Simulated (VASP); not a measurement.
# YSb2Os2: the relaxed cell at several levels, part 3 of 3

How much does the cell of YSb2Os2 depend on the functional? The cell is invented: it takes the structure of a Materials Project entry for YP2Pd2 (space group 139 there), with some of its atoms replaced by other elements, volume scaled by an estimate. It may not be a known or stable phase.

VASP 6.6.1, plane waves and PAW; the level of theory is named at each step.

So far. Step 3 (Relaxation with LDA): It ends at 20.62 Å³/atom, +7.7 % from the start, with 0.03 GPa left. The conventional cell has a = 4.384 and c = 10.731 Å. Step 4 (Relaxation with PBEsol): It ends at 20.90 Å³/atom, +9.2 % from the start, with 0.01 GPa left. The conventional cell has a = 4.404 and c = 10.774 Å.

### 6. Relaxation with PBE + D3(BJ)

This step: PBE with D3(BJ); plane waves and PAW (Os, Sb, Y_sv); invented cell (VASP 6.6.1).

A dispersion term adds the long-range attraction that semilocal functionals lack. D3 with Becke-Johnson damping keeps a finite attraction at short range.

INCAR

```
SYSTEM = YSb2Os2
PREC = Accurate
ENCUT = 520
EDIFF = 1E-06
NELM = 100
ISMEAR = -1
SIGMA = 0.05
LREAL = .FALSE.
ALGO = Normal
GGA = PE
IVDW = 12
LORBIT = 11
LWAVE = .FALSE.
LCHARG = .FALSE.
KPAR = 2
IBRION = 2
NSW = 60
ISIF = 3
EDIFFG = -0.01
```

POSCAR

```
YSb2Os2
1.0
   -2.1486530000      2.1486530000      5.1840510000
    2.1486530000     -2.1486530000      5.1840510000
    2.1486530000      2.1486530000     -5.1840510000
Os Sb Y
2 2 1
Direct
    0.7500000000      0.2500000000      0.5000000000
    0.2500000000      0.7500000000      0.5000000000
    0.3894394600      0.3894394600      0.0000000000
    0.6105605400      0.6105605400      0.0000000000
    0.0000000000      0.0000000000      0.0000000000
```

KPOINTS

```
Automatic mesh
0
Gamma
7 7 7
0 0 0
```

The projector-augmented-wave data sets are Os, Sb and Y_sv (PBE family, release 64).

Run with:

```bash
> mpirun -np 2 vasp_std
```

The log of the run:

```text
[... set-up lines as in an earlier step ...]
 entering main loop
       N       E                     dE             d eps       ncg     rms          rms(c)
[... 15 cycles as in an earlier step ...]
   1 F= -.38113140E+02 E0= -.38098005E+02  d E =-.381131E+02
[... from here on, the cycles between the ionic steps are left out ...]
   2 F= -.37858671E+02 E0= -.37848856E+02  d E =0.254469E+00
   3 F= -.39731082E+02 E0= -.39722578E+02  d E =-.161794E+01
   4 F= -.39772764E+02 E0= -.39763812E+02  d E =-.165962E+01
   5 F= -.39801994E+02 E0= -.39791917E+02  d E =-.168885E+01
   6 F= -.39802441E+02 E0= -.39792521E+02  d E =-.168930E+01
   7 F= -.39750350E+02 E0= -.39740875E+02  d E =0.520910E-01
   8 F= -.39840120E+02 E0= -.39830440E+02  d E =-.376793E-01
   9 F= -.39851578E+02 E0= -.39842140E+02  d E =-.114582E-01
  10 F= -.39853872E+02 E0= -.39844509E+02  d E =-.137522E-01
  11 F= -.39853887E+02 E0= -.39844530E+02  d E =-.137667E-01
  12 F= -.39854271E+02 E0= -.39845024E+02  d E =-.384075E-03
  13 F= -.39854301E+02 E0= -.39845032E+02  d E =-.414674E-03
  14 F= -.39854274E+02 E0= -.39845032E+02  d E =0.276211E-04
  15 F= -.39854331E+02 E0= -.39845072E+02  d E =-.294200E-04
[...]
reached required accuracy - stopping structural energy minimisation
```

It took 6.5 min on 2 MPI ranks of Intel Xeon 6975P-C (Granite Rapids), shared host; peak memory 0.87 GiB; 13 min of CPU time.

Parts of OUTCAR (step 6):

```text
 Edisp (eV)   -2.70091

 Edisp (eV)   -2.70410

  Total       0.01669     0.01669    -0.00480     0.00000     0.00000     0.00000
  in kB       0.25533     0.25533    -0.07346     0.00000     0.00000     0.00000
  external pressure =        0.15 kB  Pullay stress =        0.00 kB

 POSITION                                       TOTAL-FORCE (eV/Angst)
 -----------------------------------------------------------------------------------
     -0.00000      2.20503      2.69306        -0.000000     -0.000000     -0.000000
      2.20503     -0.00000      2.69306        -0.000000     -0.000000      0.000000
      0.00000      0.00000      4.00801         0.000000      0.000000      0.000961
      0.00000      0.00000      6.76422        -0.000000     -0.000000     -0.000961
      0.00000      0.00000      0.00000        -0.000000     -0.000000      0.000000
 -----------------------------------------------------------------------------------
    total drift:                                0.000000     -0.000000      0.000000

  FREE ENERGIE OF THE ION-ELECTRON SYSTEM (eV)
  ---------------------------------------------------
  free  energy   TOTEN  =       -39.8543308064 eV

  energy  without entropy=      -39.8358125206  energy(sigma->0) =      -39.84507166

[... 2 parts as in an earlier step ...]

[... 2 further parts left out ...]
[key lines of the parts left out:]
E-fermi :   8.2251
```

It ends at 20.95 Å³/atom, +9.4 % from the start, with 0.01 GPa left. The conventional cell has a = 4.410 and c = 10.772 Å. Against plain PBE, the dispersion term moves a by -1.1 % and c by -0.9 %.

### 7. Relaxation with BLYP + D4

This step: BLYP with D4; plane waves and PAW (Os, Sb, Y_sv); invented cell (VASP 6.6.1).

BLYP comes from molecular chemistry and underbinds dense solids. D4 lets the coefficients depend on atomic charges too.

Changes to INCAR since step 6:

```diff
@@ -9,4 +9,12 @@
 ALGO = Normal
-GGA = PE
-IVDW = 12
+GGA = B5
+ALDAX = 1
+AGGAX = 1
+AGGAC = 1
+ALDAC = 0
+IVDW = 13
+VDW_S6 = 1
+VDW_S8 = 2.34076671
+VDW_A1 = 0.44488865
+VDW_A2 = 4.0933009
 LORBIT = 11
```

POSCAR is that of step 6.

KPOINTS is that of step 6.

Run with:

```bash
> mpirun -np 2 vasp_std
```

The log of the run:

```text
[banner, memory and clock lines left out]
running    2 mpi-ranks, on    1 nodes
[...]
[... a notice as in an earlier step ...]

 LDA part: xc-table for (Slater(with rela. corr.)+VWN5), standard interpolation
 POSCAR, INCAR and KPOINTS ok, starting setup
[...]
entering main loop
       N       E                     dE             d eps       ncg     rms          rms(c)
DAV:   1     0.251375707217E+03    0.25138E+03   -0.16350E+04  1760   0.153E+03
DAV:   2    -0.587451135622E+01   -0.25725E+03   -0.25078E+03  1982   0.406E+02
DAV:   3    -0.291085384578E+02   -0.23234E+02   -0.22601E+02  2596   0.973E+01
DAV:   4    -0.301199296668E+02   -0.10114E+01   -0.10053E+01  2900   0.199E+01
[...]
DAV:  12    -0.287707608949E+02   -0.10110E-04   -0.40191E-04  2756   0.113E-01    0.101E-01
DAV:  13    -0.287707563717E+02    0.45232E-05   -0.23557E-05  2340   0.345E-02    0.395E-02
DAV:  14    -0.287707554776E+02    0.89411E-06   -0.44606E-06  2142   0.134E-02
   1 F= -.34341077E+02 E0= -.34326017E+02  d E =-.343411E+02
[... from here on, the cycles between the ionic steps are left out ...]
   2 F= -.34406999E+02 E0= -.34394939E+02  d E =-.659225E-01
   3 F= -.36127668E+02 E0= -.36118683E+02  d E =-.178659E+01
   4 F= -.36162700E+02 E0= -.36153486E+02  d E =-.182162E+01
   5 F= -.36189096E+02 E0= -.36179263E+02  d E =-.184802E+01
   6 F= -.36189461E+02 E0= -.36179728E+02  d E =-.184838E+01
   7 F= -.36140386E+02 E0= -.36130738E+02  d E =0.490749E-01
   8 F= -.36236454E+02 E0= -.36226774E+02  d E =-.469931E-01
   9 F= -.36252601E+02 E0= -.36243149E+02  d E =-.161470E-01
  10 F= -.36255128E+02 E0= -.36245720E+02  d E =-.186743E-01
  11 F= -.36255143E+02 E0= -.36245738E+02  d E =-.186890E-01
  12 F= -.36256550E+02 E0= -.36247282E+02  d E =-.140707E-02
  13 F= -.36256550E+02 E0= -.36247280E+02  d E =-.140733E-02
  14 F= -.36256489E+02 E0= -.36247257E+02  d E =0.607830E-04
  15 F= -.36256682E+02 E0= -.36247429E+02  d E =-.132210E-03
[...]
reached required accuracy - stopping structural energy minimisation
```

Wall time 9.5 min (2 MPI ranks); peak memory 0.86 GiB.

Parts of OUTCAR (step 7):

```text
  Edisp (eV):   -4.93191

  Total       0.01550     0.01550    -0.02784     0.00000     0.00000     0.00000
  in kB       0.23048     0.23048    -0.41395     0.00000     0.00000     0.00000
  external pressure =        0.02 kB  Pullay stress =        0.00 kB

 POSITION                                       TOTAL-FORCE (eV/Angst)
 -----------------------------------------------------------------------------------
      0.00000      2.23037      2.70742         0.000000      0.000000     -0.000000
      2.23037      0.00000      2.70742         0.000000      0.000000      0.000000
      2.23037      2.23037     -1.38711         0.000000      0.000000      0.003323
      0.00000      0.00000      6.80195        -0.000000     -0.000000     -0.003323
      0.00000      0.00000      0.00000         0.000000      0.000000      0.000000
 -----------------------------------------------------------------------------------
    total drift:                               -0.000000     -0.000000      0.000000

  FREE ENERGIE OF THE ION-ELECTRON SYSTEM (eV)
  ---------------------------------------------------
  free  energy   TOTEN  =       -36.2566821383 eV

  energy  without entropy=      -36.2381748955  energy(sigma->0) =      -36.24742852

[... 2 parts as in an earlier step ...]

[... 2 further parts left out ...]
[key lines of the parts left out:]
E-fermi :   8.4862
```

It ends at 21.55 Å³/atom, +12.5 % from the start, with 0.00 GPa left. The conventional cell has a = 4.461 and c = 10.830 Å.

### 8. Relaxation with optPBE-vdW

This step: optPBE-vdW; plane waves and PAW (Os, Sb, Y_sv); invented cell (VASP 6.6.1).

optPBE-vdW pairs nonlocal correlation with a PBE-like exchange and tends to long distances. LUSE_VDW switches on a nonlocal correlation term for dispersion.

INCAR

```
SYSTEM = YSb2Os2
PREC = Accurate
ENCUT = 520
EDIFF = 1E-06
NELM = 100
ISMEAR = -1
SIGMA = 0.05
LREAL = .FALSE.
ALGO = Normal
GGA = OR
AGGAC = 0
LUSE_VDW = .TRUE.
LASPH = .TRUE.
LORBIT = 11
LWAVE = .FALSE.
LCHARG = .FALSE.
KPAR = 2
IBRION = 2
NSW = 60
ISIF = 3
EDIFFG = -0.01
```

POSCAR is that of step 7.

KPOINTS is that of step 7.

Run with:

```bash
> mpirun -np 2 vasp_std
```

The log of the run:

```text
[banner, memory and clock lines left out]
running    2 mpi-ranks, on    1 nodes
[...]
|                                                                             |
|               ----> ADVICE to this user running VASP <----                  |
|                                                                             |
|     You have switched on vdW-DFT.                                           |
|     This routine was written and supplied by Jiri Klimes. We recommend      |
|     that you carefully read and cite the following publications:            |
|       J. Klimes, D.R. Bowler, A. Michelides                                 |
|          J. Phys.: Cond Matt. 22 022201 (2010)                              |
|       J. Klimes, D.R. Bowler, A. Michelides                                 |
|          Phys. Rev. B. 83, 195131 (2011)                                    |
|     and references therein.                                                 |
|                                                                             |

 [... a notice as in an earlier step ...]

 LDA part: xc-table for (Slater+PW92), standard interpolation
 POSCAR, INCAR and KPOINTS ok, starting setup
[...]
entering main loop
       N       E                     dE             d eps       ncg     rms          rms(c)
DAV:   1     0.256872835565E+03    0.25687E+03   -0.16340E+04  1760   0.153E+03
DAV:   2     0.636465902830E+00   -0.25624E+03   -0.24978E+03  1982   0.404E+02
DAV:   3    -0.223888881037E+02   -0.23025E+02   -0.22398E+02  2596   0.967E+01
DAV:   4    -0.233750232170E+02   -0.98614E+00   -0.98033E+00  2870   0.198E+01
[...]
DAV:  13    -0.220546428858E+02    0.54239E-05   -0.23845E-05  2352   0.350E-02    0.401E-02
DAV:  14    -0.220546411644E+02    0.17214E-05   -0.40998E-06  2098   0.129E-02    0.100E-02
DAV:  15    -0.220546406529E+02    0.51145E-06   -0.24608E-06  1798   0.761E-03
   1 F= -.22054641E+02 E0= -.22039665E+02  d E =-.220546E+02
[... from here on, the cycles between the ionic steps are left out ...]
   2 F= -.22372701E+02 E0= -.22359448E+02  d E =-.318061E+00
   3 F= -.24095493E+02 E0= -.24087015E+02  d E =-.204085E+01
   4 F= -.24125494E+02 E0= -.24116891E+02  d E =-.207085E+01
   5 F= -.24149342E+02 E0= -.24140312E+02  d E =-.209470E+01
[...]
hard stop encountered!  aborting job ...
[...]
soft stop encountered!  aborting job ...
   6 F= -.24149595E+02 E0= -.24140634E+02  d E =-.179221E-01
 deleting file STOPCAR
```

Run time: 15 min. Hardware: 2 MPI ranks; peak memory 1.9 GiB.

The run was stopped at its time limit, by a STOPCAR file.

By then 5 ionic steps had been finished.

More ranks or a longer limit would be the way on, or going on from the last geometry.

### 9. Relaxation with r2SCAN + rVV10

This step: r2SCAN with rVV10; plane waves and PAW (Os, Sb, Y_sv); invented cell (VASP 6.6.1).

Changes to INCAR since step 8:

```diff
@@ -9,5 +9,7 @@
 ALGO = Normal
-GGA = OR
-AGGAC = 0
+METAGGA = R2SCAN
 LUSE_VDW = .TRUE.
+IVDW_NL = 2
+BPARAM = 11.95
+CPARAM = 0.0093
 LASPH = .TRUE.
```

POSCAR is that of step 8.

KPOINTS is that of step 8.

Run with:

```bash
> mpirun -np 2 vasp_std
```

The log of the run:

```text
[banner, memory and clock lines left out]
running    2 mpi-ranks, on    1 nodes
[...]
[... a notice as in an earlier step ...]

 [... a notice as in an earlier step ...]

 LDA part: xc-table for (None), standard interpolation
 POSCAR, INCAR and KPOINTS ok, starting setup
[...]
entering main loop
       N       E                     dE             d eps       ncg     rms          rms(c)
Total rVV10 correction in eV:      0.7591385    53.5010186
Total rVV10 correction in eV:      0.7591385    53.5010186
DAV:   1     0.107683673289E+03    0.10768E+03   -0.16919E+04  1760   0.159E+03
DAV:   2    -0.157300901566E+03   -0.26498E+03   -0.25830E+03  1976   0.419E+02
DAV:   3    -0.181334004347E+03   -0.24033E+02   -0.23374E+02  2660   0.100E+02
DAV:   4    -0.182463987105E+03   -0.11300E+01   -0.11216E+01  2896   0.207E+01
DAV:   5    -0.182492337771E+03   -0.28351E-01   -0.28314E-01  2542   0.288E+00    0.316E+01
Total rVV10 correction in eV:      0.7322299    53.5010186
Total rVV10 correction in eV:      0.7322299    53.5010186
DAV:   6    -0.175650981261E+03    0.68414E+01   -0.36171E+00  2962   0.114E+01    0.178E+01
Total rVV10 correction in eV:      0.7191538    53.5010186
Total rVV10 correction in eV:      0.7191538    53.5010186
DAV:   7    -0.175645972569E+03    0.50087E-02   -0.40264E+00  2540   0.990E+00    0.940E+00
Total rVV10 correction in eV:      0.7123044    53.5010186
Total rVV10 correction in eV:      0.7123044    53.5010186
DAV:   8    -0.175460610725E+03    0.18536E+00   -0.83096E-01  2490   0.613E+00    0.429E+00
Total rVV10 correction in eV:      0.7119029    53.5010186
Total rVV10 correction in eV:      0.7119029    53.5010186
DAV:   9    -0.175442471372E+03    0.18139E-01   -0.14666E-01  2476   0.194E+00    0.133E+00
Total rVV10 correction in eV:      0.7122363    53.5010186
Total rVV10 correction in eV:      0.7122363    53.5010186
DAV:  10    -0.175441665221E+03    0.80615E-03   -0.19664E-02  2492   0.841E-01    0.183E-01
Total rVV10 correction in eV:      0.7123112    53.5010186
Total rVV10 correction in eV:      0.7123112    53.5010186
DAV:  11    -0.175441762493E+03   -0.97273E-04   -0.75958E-04  2234   0.202E-01    0.150E-01
Total rVV10 correction in eV:      0.7122225    53.5010186
Total rVV10 correction in eV:      0.7122225    53.5010186
DAV:  12    -0.175441835955E+03   -0.73462E-04   -0.12566E-04  2502   0.805E-02    0.354E-02
Total rVV10 correction in eV:      0.7122006    53.5010186
Total rVV10 correction in eV:      0.7122006    53.5010186
DAV:  13    -0.175441838380E+03   -0.24248E-05   -0.41010E-05  2634   0.388E-02    0.207E-02
Total rVV10 correction in eV:      0.7122044    53.5010186
Total rVV10 correction in eV:      0.7122044    53.5010186
DAV:  14    -0.175441838178E+03    0.20172E-06   -0.16816E-06  1672   0.101E-02
Total rVV10 correction in eV:      0.7121975    53.5010186
Total rVV10 correction in eV:      0.7121975    53.5010186
Total rVV10 correction in eV:      0.7122013    53.5010186
Total rVV10 correction in eV:      0.7122013    53.5010186
   1 F= -.17544184E+03 E0= -.17542920E+03  d E =-.175442E+03
[... from here on, the cycles between the ionic steps are left out ...]
   2 F= -.17540781E+03 E0= -.17539838E+03  d E =0.340243E-01
   3 F= -.17726562E+03 E0= -.17725874E+03  d E =-.182378E+01
[...]
hard stop encountered!  aborting job ...
[...]
soft stop encountered!  aborting job ...
   4 F= -.17730584E+03 E0= -.17729897E+03  d E =-.137302E-01
 deleting file STOPCAR
```

It took 14 min on 2 MPI ranks; peak memory 1.6 GiB.

The run was stopped at its time limit, by a STOPCAR file.

By then 3 ionic steps had been finished.

More ranks or a longer limit would be the way on, or going on from the last geometry.

### 10. The cells as a table

This step: relaxed cells at several levels; plane waves and PAW; invented cell (VASP 6.6.1).

Derived from the runs above.

Lengths are those of the conventional cell; cost is the wall time of each run, as given at its step, times its ranks, without the set-up around it. Results by level, by row:

```csv
level,volume (Å³/atom),change from the start (%),a (Å),c (Å),cost (core minutes)
PBE,21.6,12.8,4.457,10.87,21.9
LDA,20.62,7.7,4.384,10.73,12.6
PBEsol,20.9,9.2,4.404,10.77,13.1
PBE + D3(BJ),20.95,9.4,4.41,10.77,13
BLYP + D4,21.55,12.5,4.461,10.83,18.9
```

### 11. Outcome

```yaml
volume_pbe: 21.60 Å³/atom
volume_lda: 20.62 Å³/atom
volume_pbesol: 20.90 Å³/atom
volume_pbe_d3_bj: 20.95 Å³/atom
volume_blyp_d4: 21.55 Å³/atom
```

What this shows: For YSb2Os2 the levels give volumes between 20.62 Å³/atom (LDA) and 21.60 Å³/atom (PBE), a spread of 4.7 %, while the cost of the finished runs spans a factor of 1.7. The costs hold the number of ionic steps as well as the price of the functional. Adding D3(BJ) to PBE changes the volume by -3.0 % (a by -1.1 % and c by -0.9 %). Within 0.02 Å all end in space group I4/mmm; the runs can't lower the symmetry of the start. Spin-orbit coupling is left out. Not obtained: r2SCAN, because the run hit its time limit. Not obtained: optPBE-vdW, because the run hit its time limit. Not obtained: r2SCAN + rVV10, because the run hit its time limit. Each is a single relaxation on the plane waves of the start cell, so larger changes of volume carry a basis-set error that was not tested here. Zero-point and thermal expansion are not included. Nothing here tests the cell against competing phases.

[Lines on the potential files, build, host, timing and source positions are cut from VASP's logs without a mark.]

[Logs are printed without paths, hosts, clocks, repeated set-up lines and the standing remarks that a program may print on its own settings, such as how far it seeks lower states.]

[Hosts, paths, dates, database ids (printed as entryN), source tags and the programs' standing remarks are cut or masked in the printed files.]

[A measured line is paired with the nearest computed mode of its activity, which favours agreement.]
